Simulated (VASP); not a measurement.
CuI (zinc blende): computed properties

These are r2SCAN meta-GGA, VASP's PBE PAW potentials (set 64) (plane waves; VASP) values and carry that method's errors.

| Item | Value |
|---|---|
| space group | F-43m (216) |
| cell | a = b = c = 6.0093 Å, α = β = γ = 90.00° |
| volume per atom | 27.13 Å³/atom |
| band gap (over mesh and band path) | 1.69 eV |
| smallest direct gap (over mesh and band path) | 1.69 eV |
| band-edge character | direct, Γ to Γ |
| density | 5.83 g/cm³ |
| mean ε∞ (independent particles) | 5.85 |

CuI has the cubic space group F-43m (No. 216), the zinc blende structure, Pearson symbol cF8. Conventional cell: a = b = c = 6.0093 Å, α = β = γ = 90.00°. Cu on 4a is coordinated by 4 I at 2.602 Å (tetrahedral). I on 4d is surrounded by 4 Cu at 2.602 Å (tetrahedral). (Neighbours: up to the widest gap in distance over summed covalent radii, below 1.35, at either atom; cation-cation and far metal-metal contacts left out.)
(The calculation used a cell of 2 atoms; values per cell refer to that cell.)

Measured: gap 3.12 eV (computed value off by -1.43 eV), as given by Abedi et al., (2022), arXiv:2211.14644. Unless said otherwise, spin-orbit coupling is left out, though it shifts the bands of the heavy elements here.

The compound is CuI in the zinc blende structure. It was relaxed first. Symmetry was kept, so distortions that lower it aren't found.
